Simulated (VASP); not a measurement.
Output of a VASP run:

File OSZICAR:
```
       N       E                     dE             d eps       ncg     rms          rms(c)
DAV:   1     0.443792923441E+02    0.44379E+02   -0.58037E+03  2416   0.138E+03
DAV:   2    -0.706983357011E+01   -0.51449E+02   -0.48983E+02  2428   0.208E+02
DAV:   3    -0.838222354934E+01   -0.13124E+01   -0.12975E+01  2822   0.431E+01
DAV:   4    -0.840442928759E+01   -0.22206E-01   -0.22101E-01  2918   0.498E+00
DAV:   5    -0.840507496869E+01   -0.64568E-03   -0.64316E-03  2746   0.888E-01    0.120E+01
DAV:   6    -0.101442822014E+02   -0.17392E+01   -0.55969E+01  2668   0.130E+02    0.150E+01
DAV:   7    -0.701651125034E+01    0.31278E+01   -0.16021E+01  2640   0.775E+01    0.110E+00
DAV:   8    -0.701071530105E+01    0.57959E-02   -0.36742E-01  2938   0.757E+00    0.106E+00
DAV:   9    -0.699706088858E+01    0.13654E-01   -0.55766E-02  2800   0.398E+00    0.193E-01
DAV:  10    -0.699671632976E+01    0.34456E-03   -0.20618E-03  2744   0.741E-01    0.642E-02
DAV:  11    -0.699671129040E+01    0.50394E-05   -0.64418E-05  3312   0.893E-02    0.256E-02
DAV:  12    -0.699670980325E+01    0.14871E-05   -0.36661E-06  3126   0.349E-02    0.392E-03
DAV:  13    -0.699670936631E+01    0.43694E-06   -0.53123E-08  1546   0.264E-03    0.218E-03
DAV:  14    -0.699670942257E+01   -0.56263E-07   -0.52651E-08  1302   0.227E-03
   1 F= -.69967094E+01 E0= -.69967094E+01  d E =0.000000E+00
```

### OUTCAR
```
------------------------ aborting loop because EDIFF is reached ----------------------------------------
  FORCE on cell =-STRESS in cart. coord.  units (eV):
  Direction    XX          YY          ZZ          XY          YZ          ZX
  --------------------------------------------------------------------------------------
  Total       -0.0426747     -0.0426747     -0.0426747      0.0000000     -0.0000000      0.0000000
  in kB       -2.8859986     -2.8859986     -2.8859986      0.0000000     -0.0000000      0.0000000
  external PRESSURE =      -2.8859986 kB  Pullay stress =       0.0000000 kB
  volume of cell :       23.69
      direct lattice vectors                 reciprocal lattice vectors
     2.872068983  0.000000000  0.000000000     0.348181052  0.000000000  0.000000000
     0.000000000  2.872068983  0.000000000     0.000000000  0.348181052  0.000000000
     0.000000000  0.000000000  2.872068983     0.000000000  0.000000000  0.348181052
 POSITION                                       TOTAL-FORCE (eV/Angst)
 -----------------------------------------------------------------------------------
      1.43603      1.43603      1.43603         0.000000      0.000000      0.000000
      0.00000      0.00000      0.00000         0.000000      0.000000      0.000000
 -----------------------------------------------------------------------------------
    total drift:                                0.000000      0.000000      0.000000
  FREE ENERGIE OF THE ION-ELECTRON SYSTEM (eV)
  ---------------------------------------------------
  free  energy   TOTEN  =        -6.9967094226 eV

  energy  without entropy=       -6.9967094226  energy(sigma->0) =       -6.99670942

 total charge

# of ion       s       p       d       tot
------------------------------------------
    1        0.383   0.417   0.000   0.800
    2        0.485   0.527   8.491   9.503
--------------------------------------------------
tot          0.868   0.944   8.491  10.303
```
(Selected blocks of OUTCAR.)

File POSCAR:
```
NiAl
1
    2.8720689832     0.0000000000     0.0000000000
    0.0000000000     2.8720689832     0.0000000000
   -0.0000000000    -0.0000000000     2.8720689832
Al Ni
1 1
Direct
  0.5000000000   0.5000000000   0.5000000000
  0.0000000000   0.0000000000   0.0000000000
```

Question: Write an INCAR and KPOINTS that could have produced this output.

Answer: One answer among several that fit: the input of the run itself, vdW-DF-cx, plane waves, VASP's PBE PAW potentials (set 64).

File KPOINTS:
```
Automatic
0
gamma
14 14 14
0 0 0
```

**INCAR**
```
# general
SYSTEM    =  NiAl
PREC      =  Accurate
ENCUT     =  520
LREAL     =  .FALSE.
LASPH     =  .TRUE.

# electronic loop
EDIFF     =  1E-7
NELM      =  100   # most electronic steps
ALGO      =  Normal
LMAXMIX   =  4

# smearing
ISMEAR    =  -5   # tetrahedra, Bloechl

# functional
GGA       =  CX
LUSE_VDW  =  .TRUE.
AGGAC     =  0.0

# ions
ISIF      =  2   # forces and stress, cell fixed

# output
LWAVE     =  .FALSE.
LCHARG    =  .TRUE.
LORBIT    =  11   # lm-projected
NEDOS     =  601
```

POTCAR, in this order: Al Ni (PBE.64 set). Program: vasp_std.

For a metal the tetrahedron method with Blöchl corrections gives inexact stress and forces.

The compound is NiAl in the CsCl type structure. It was relaxed first. The run is not spin-polarised, so no magnetic state was tried. The electron count is odd and the run is not spin-polarised, which forces a metal.
